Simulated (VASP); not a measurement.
Ir2PdBr2: density of states with PBE

The system is Ir2PdBr2.

```
Br Ir Pd
1.0
     0.00000    3.97186    0.00000
     3.97186    0.00000    0.00000
     1.98593    1.98593   -6.32719
Br Ir Pd
2 2 1
Direct
  0.35230 0.35230 0.29540
  0.64770 0.64770 0.70460
  0.75000 0.25000 0.50000
  0.25000 0.75000 0.50000
  0.00000 0.00000 0.00000
```

The cell was built by a generator and needn't be a form met in nature.

```json
{"Program": "VASP 6.6.1", "Task": "density of states", "Functional": "PBE", "Potentials or basis": "VASP PAW PBE potentials, release 64 (Br, Ir, Pd)", "Cutoff": "520 eV", "k mesh": "7 × 7 × 7", "Occupations": "methfessel-paxton, width 0.0372 eV", "Spin": "no spin polarisation", "Dipole correction": "no", "k mesh for the DOS": "11 × 11 × 11", "Occupations for the DOS": "tetrahedron", "Further INCAR settings": "ALGO = Normal; EDIFF = 1e-06"}
```

```json
{
 "Valence electrons inside the program's atomic spheres": "Br 4.93; Ir 8.61; Pd 9.08"
}
```

Levels at points of the mesh, in eV from the Fermi level:
```
           k point  band 18  band 19  band 20  band 21  band 22  band 23  band 24  band 25
(0.00, 0.00, 0.00)    -0.93    -0.54    -0.50    -0.50     0.39     0.51     0.51     2.92
```

States per cell in windows of 1 eV (zero at the Fermi level; states under -8 eV left out):
| from (eV) | total | Pd5_d | Ir3_d | Ir4_d | Br1_p | Br2_p | Pd5_s |
| --- | --- | --- | --- | --- | --- | --- | --- |
| -8.0 | 5.88 | 0.02 | 0.71 | 0.71 | 1.36 | 1.36 | 0.01 |
| -7.0 | 0.86 | 0.01 | 0.17 | 0.17 | 0.14 | 0.14 | 0.00 |
| -6.0 | 0.87 | 0.00 | 0.36 | 0.36 | 0.01 | 0.01 | 0.00 |
| -5.0 | 2.42 | 0.03 | 0.86 | 0.86 | 0.04 | 0.04 | 0.01 |
| -4.0 | 4.30 | 0.09 | 1.60 | 1.60 | 0.11 | 0.11 | 0.01 |
| -3.0 | 3.95 | 0.15 | 1.50 | 1.50 | 0.06 | 0.06 | 0.01 |
| -2.0 | 7.95 | 5.25 | 0.67 | 0.67 | 0.06 | 0.06 | 0.06 |
| -1.0 | 6.49 | 3.42 | 0.76 | 0.76 | 0.20 | 0.20 | 0.11 |
| 0.0 | 4.99 | 0.34 | 1.35 | 1.35 | 0.43 | 0.43 | 0.12 |
| 1.0 | 1.25 | 0.04 | 0.07 | 0.07 | 0.07 | 0.07 | 0.29 |
| 2.0 | 1.19 | 0.04 | 0.06 | 0.06 | 0.08 | 0.08 | 0.14 |
| 3.0 | 0.57 | 0.01 | 0.03 | 0.03 | 0.03 | 0.03 | 0.02 |
| 4.0 | 0.00 | 0.00 | 0.00 | 0.00 | 0.00 | 0.00 | 0.00 |

Run time: 3 min on 1 thread of AMD EPYC 9R14 (Zen 4), on a shared host, peak memory 0.42 GiB.

 Spin-orbit coupling is left out, which matters for the levels of Ir.
